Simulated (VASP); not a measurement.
A convergence study with VASP on CdTe (zinc blende): one setting is varied, all else stays as given below, so the limit is that of these other settings.

```
CdTe
1.0
    0.00000     3.24000     3.24000
    3.24000     0.00000     3.24000
    3.24000     3.24000     0.00000
Cd Te
1 1
Direct
  0.00000   0.00000   0.00000
  0.25000   0.25000   0.25000
```

Computed with LDA (Ceperley-Alder, Perdew-Zunger), VASP's LDA PAW potentials (set 64) (plane waves; VASP). The tightest run used: 550 eV cut-off, 12×12×12 Monkhorst-Pack mesh, Gaussian smearing of 0.050 eV, potentials Cd Te.

```json
[
 {"setting": "1×1×1 mesh", "E (eV/atom)": "3.1023", "pressure (GPa)": "39.56", "irreducible k-points": "1"},
 {"setting": "2×2×2 mesh", "E (eV/atom)": "-2.9919", "pressure (GPa)": "-0.93", "irreducible k-points": "2"},
 {"setting": "3×3×3 mesh", "E (eV/atom)": "-2.8859", "pressure (GPa)": "-0.34", "irreducible k-points": "4"}
]
```

### Question
These are the cheaper rows. Estimate the results at 12×12×12 mesh, and how far the last row shown lies from them.

### Answer

| quantity | tightest run | last row shown is off by |
|---|---|---|
| E (eV/atom) | -3.0227 | 0.1368 |
| pressure (GPa) | -1.20 | 0.87 |

Left out are rungs that failed or repeat a setting and relaxations that didn't move; long series are thinned to 24 rows.

The compound is CdTe in the zinc blende structure. The cell was not relaxed at this level.
